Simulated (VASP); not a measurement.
Method: r2SCAN meta-GGA, VASP's PBE PAW potentials (set 64) (plane waves; VASP 6.6.1).

Input for VASP

### KPOINTS
```
Automatic mesh
0
Gamma
5 5 7
0 0 0
```

**INCAR**
```
SYSTEM  =  PbO2
PREC  =  Accurate; ENCUT  =  520; LREAL  =  .FALSE.
LASPH  =  .TRUE.
EDIFF  =  1E-7; NELM  =  100; ALGO  =  Normal
LMAXMIX  =  4; LMIXTAU  =  .TRUE.
ISMEAR  =  0; SIGMA  =  0.05
METAGGA  =  R2SCAN
IBRION  =  2; NSW  =  30; ISIF  =  4
EDIFFG  =  -0.01
LWAVE  =  .FALSE.; LCHARG  =  .FALSE.
```

File POSCAR:
```
PbO2
1
    4.9400435985     0.0000000000     0.0000000000
    0.0000000000     4.9400435985     0.0000000000
    0.0000000000     0.0000000000     3.3803803768
Pb O
2 4
Direct
  0.0000000000   0.0000000000   0.0000000000
  0.5000000000   0.5000000000   0.5000000000
  0.3072705156   0.3072705156   0.0000000000
  0.8072705156   0.1927294844   0.5000000000
  0.1927294844   0.8072705156   0.5000000000
  0.6927294844   0.6927294844   1.0000000000
```

POTCAR, in this order: Pb_d O (PBE.64 set). Program: vasp_std.

What VASP printed:

File OSZICAR:
```
       N       E                     dE             d eps       ncg     rms          rms(c)
DAV:   1     0.594331260439E+03    0.59433E+03   -0.27149E+04  1488   0.210E+03
DAV:   2    -0.656401408663E+02   -0.65997E+03   -0.63566E+03  1649   0.567E+02
DAV:   3    -0.159489848776E+03   -0.93850E+02   -0.92223E+02  1914   0.238E+02
DAV:   4    -0.163321664630E+03   -0.38318E+01   -0.38209E+01  1822   0.515E+01
DAV:   5    -0.163476780736E+03   -0.15512E+00   -0.15509E+00  2055   0.955E+00    0.128E+01
DAV:   6    -0.145741198340E+03    0.17736E+02   -0.19233E+01  2275   0.761E+01    0.411E+00
DAV:   7    -0.141089322908E+03    0.46519E+01   -0.24594E+00  1750   0.121E+01    0.266E+00
DAV:   8    -0.148325290424E+03   -0.72360E+01   -0.19870E+00  1931   0.117E+01    0.143E+00
DAV:   9    -0.142030896970E+03    0.62944E+01   -0.75772E-01  1495   0.738E+00    0.557E-01
DAV:  10    -0.142261420136E+03   -0.23052E+00   -0.30894E-01  1754   0.443E+00    0.354E-01
DAV:  11    -0.142218006634E+03    0.43414E-01   -0.19180E-01  1636   0.427E+00    0.176E-01
DAV:  12    -0.142148500817E+03    0.69506E-01   -0.21985E-02  2268   0.198E+00    0.659E-02
DAV:  13    -0.142216941670E+03   -0.68441E-01   -0.33527E-02  1634   0.169E+00    0.738E-02
DAV:  14    -0.142220632095E+03   -0.36904E-02   -0.13445E-03  1954   0.403E-01    0.338E-02
DAV:  15    -0.142220579618E+03    0.52477E-04   -0.14088E-04  2081   0.138E-01    0.216E-02
DAV:  16    -0.142221835777E+03   -0.12562E-02   -0.32735E-04  1586   0.181E-01    0.695E-03
DAV:  17    -0.142222047201E+03   -0.21142E-03   -0.83681E-05  1628   0.882E-02    0.323E-03
DAV:  18    -0.142222048216E+03   -0.10149E-05   -0.23984E-06  2132   0.114E-02    0.326E-03
DAV:  19    -0.142222048487E+03   -0.27124E-06   -0.41052E-08  1191   0.208E-03    0.344E-03
DAV:  20    -0.142222047958E+03    0.52925E-06   -0.49424E-06  2093   0.302E-02    0.387E-03
DAV:  21    -0.142222048326E+03   -0.36771E-06   -0.32400E-07  1588   0.496E-03    0.358E-03
DAV:  22    -0.142222048070E+03    0.25585E-06   -0.82390E-08  1094   0.235E-03    0.283E-03
DAV:  23    -0.142222048253E+03   -0.18308E-06   -0.10407E-07  1052   0.335E-03    0.229E-03
DAV:  24    -0.142222048236E+03    0.17126E-07   -0.11615E-07   989   0.262E-03
   1 F= -.14222205E+03 E0= -.14222200E+03  d E =-.142222E+03
       N       E                     dE             d eps       ncg     rms          rms(c)
DAV:   1    -0.142228899207E+03   -0.68510E-02   -0.90543E-01  1502   0.706E+00    0.454E-01
DAV:   2    -0.142226618818E+03    0.22804E-02   -0.39609E-02  1889   0.181E+00    0.279E-01
DAV:   3    -0.142224662918E+03    0.19559E-02   -0.41380E-03  2152   0.805E-01    0.625E-02
DAV:   4    -0.142224827098E+03   -0.16418E-03   -0.10165E-03  2021   0.301E-01    0.255E-02
DAV:   5    -0.142224619774E+03    0.20732E-03   -0.42567E-04  1552   0.217E-01    0.152E-02
DAV:   6    -0.142224958646E+03   -0.33887E-03   -0.17086E-04  1523   0.141E-01    0.578E-03
DAV:   7    -0.142224973273E+03   -0.14627E-04   -0.23220E-05  1635   0.405E-02    0.336E-03
DAV:   8    -0.142224977640E+03   -0.43674E-05   -0.73025E-06  1686   0.305E-02    0.776E-04
DAV:   9    -0.142224981054E+03   -0.34134E-05   -0.29109E-06  1551   0.173E-02    0.642E-04
DAV:  10    -0.142224982185E+03   -0.11316E-05   -0.37722E-07  1466   0.570E-03    0.264E-04
DAV:  11    -0.142224982200E+03   -0.14619E-07   -0.27585E-08  1087   0.181E-03
   2 F= -.14222498E+03 E0= -.14222493E+03  d E =-.293396E-02
       N       E                     dE             d eps       ncg     rms          rms(c)
DAV:   1    -0.142226205692E+03   -0.12235E-02   -0.20785E-01  1488   0.339E+00    0.217E-01
DAV:   2    -0.142225689363E+03    0.51633E-03   -0.90966E-03  1881   0.868E-01    0.134E-01
DAV:   3    -0.142225244407E+03    0.44496E-03   -0.94737E-04  2160   0.385E-01    0.297E-02
DAV:   4    -0.142225281685E+03   -0.37278E-04   -0.22990E-04  2035   0.142E-01    0.122E-02
DAV:   5    -0.142225242483E+03    0.39202E-04   -0.90229E-05  1544   0.100E-01    0.737E-03
DAV:   6    -0.142225309883E+03   -0.67400E-04   -0.37935E-05  1509   0.668E-02    0.273E-03
DAV:   7    -0.142225314116E+03   -0.42328E-05   -0.61555E-06  1628   0.214E-02    0.157E-03
DAV:   8    -0.142225315302E+03   -0.11853E-05   -0.20144E-06  1580   0.158E-02    0.352E-04
DAV:   9    -0.142225316493E+03   -0.11914E-05   -0.67027E-07  1544   0.813E-03    0.336E-04
DAV:  10    -0.142225316639E+03   -0.14616E-06   -0.57189E-08  1108   0.230E-03    0.153E-04
DAV:  11    -0.142225316646E+03   -0.64856E-08   -0.82699E-09   877   0.114E-03
   3 F= -.14222532E+03 E0= -.14222527E+03  d E =-.326841E-02
       N       E                     dE             d eps       ncg     rms          rms(c)
DAV:   1    -0.142225849875E+03   -0.53324E-03   -0.80795E-02  1496   0.212E+00    0.136E-01
DAV:   2    -0.142225661056E+03    0.18882E-03   -0.21795E-03  2325   0.467E-01    0.826E-02
DAV:   3    -0.142225550799E+03    0.11026E-03   -0.26181E-04  2213   0.186E-01    0.153E-02
DAV:   4    -0.142225553376E+03   -0.25770E-05   -0.89119E-05  1715   0.917E-02    0.349E-03
DAV:   5    -0.142225579381E+03   -0.26006E-04   -0.30630E-05  1552   0.491E-02    0.318E-03
DAV:   6    -0.142225583439E+03   -0.40575E-05   -0.36784E-06  1642   0.148E-02    0.128E-03
DAV:   7    -0.142225584101E+03   -0.66173E-06   -0.49230E-07  1656   0.608E-03    0.303E-04
DAV:   8    -0.142225584130E+03   -0.29414E-07   -0.62880E-08  1066   0.225E-03
   4 F= -.14222558E+03 E0= -.14222553E+03  d E =-.267484E-03
       N       E                     dE             d eps       ncg     rms          rms(c)
DAV:   1    -0.142225708466E+03   -0.12437E-03   -0.25615E-02  1496   0.120E+00    0.763E-02
DAV:   2    -0.142225648232E+03    0.60234E-04   -0.69146E-04  2325   0.263E-01    0.465E-02
DAV:   3    -0.142225612936E+03    0.35296E-04   -0.83115E-05  2199   0.105E-01    0.865E-03
DAV:   4    -0.142225613791E+03   -0.85508E-06   -0.28858E-05  1708   0.522E-02    0.198E-03
DAV:   5    -0.142225622441E+03   -0.86503E-05   -0.99068E-06  1538   0.280E-02    0.179E-03
DAV:   6    -0.142225623818E+03   -0.13770E-05   -0.11545E-06  1691   0.828E-03    0.742E-04
DAV:   7    -0.142225624016E+03   -0.19708E-06   -0.13889E-07  1068   0.338E-03    0.160E-04
DAV:   8    -0.142225624025E+03   -0.97480E-08   -0.24281E-08   898   0.183E-03
   5 F= -.14222562E+03 E0= -.14222557E+03  d E =-.307380E-03
```

### OUTCAR
```
------------------------ aborting loop because EDIFF is reached ----------------------------------------
  FORCE on cell =-STRESS in cart. coord.  units (eV):
  Direction    XX          YY          ZZ          XY          YZ          ZX
  --------------------------------------------------------------------------------------
  Total        2.3490923      2.3490923      2.3478588      0.0000000      0.0000000      0.0000000
  in kB       45.6229668     45.6229668     45.5990105      0.0000000      0.0000000      0.0000000
  external PRESSURE =      45.6149814 kB  Pullay stress =       0.0000000 kB
  volume of cell :       82.49
      direct lattice vectors                 reciprocal lattice vectors
     4.920375791 -0.000000000  0.000000000     0.203236509 -0.000000000  0.000000000
     0.000000000  4.920375791  0.000000000     0.000000000  0.203236509  0.000000000
     0.000000000  0.000000000  3.407458613     0.000000000  0.000000000  0.293473851
 POSITION                                       TOTAL-FORCE (eV/Angst)
 -----------------------------------------------------------------------------------
      0.00000      0.00000      0.00000        -0.000000     -0.000000      0.000000
      2.46019      2.46019      1.70373         0.000000     -0.000000      0.000000
      1.50957      1.50957      0.00000         0.000188      0.000188      0.000000
      3.96975      0.95062      1.70373         0.000188     -0.000188      0.000000
      0.95062      3.96975      1.70373        -0.000188      0.000188      0.000000
      3.41081      3.41081      0.00000        -0.000188     -0.000188     -0.000000
 -----------------------------------------------------------------------------------
    total drift:                               -0.000000     -0.000000     -0.000000
  FREE ENERGIE OF THE ION-ELECTRON SYSTEM (eV)
  ---------------------------------------------------
  free  energy   TOTEN  =      -142.2256240253 eV

  energy  without entropy=     -142.2255121579  energy(sigma->0) =     -142.22556809

 reached required accuracy - stopping structural energy minimisation
```
(Selected blocks of OUTCAR.)

**CONTCAR**
```
PbO2
   1.00000000000000
     4.9203757907539654   -0.0000000000000000    0.0000000000000000
     0.0000000000000000    4.9203757907539654    0.0000000000000000
     0.0000000000000000    0.0000000000000000    3.4074586126942026
  Pb              O
     2     4
Direct
     0.0000000000000000    0.0000000000000000    0.0000000000000000
     0.5000000000000000    0.5000000000000000    0.5000000000000000
     0.3067989145151753    0.3067989145151753    0.0000000000000000
     0.8067989145151752    0.1932010854848247    0.5000000000000000
     0.1932010854848247    0.8067989145151752    0.5000000000000000
     0.6932010854848248    0.6932010854848248    0.0000000000000000
```

The compound is PbO2 in the rutile structure. This cell is one point of a volume scan, at 0.97 of the reference volume. Symmetry was kept, so distortions that lower it aren't found.
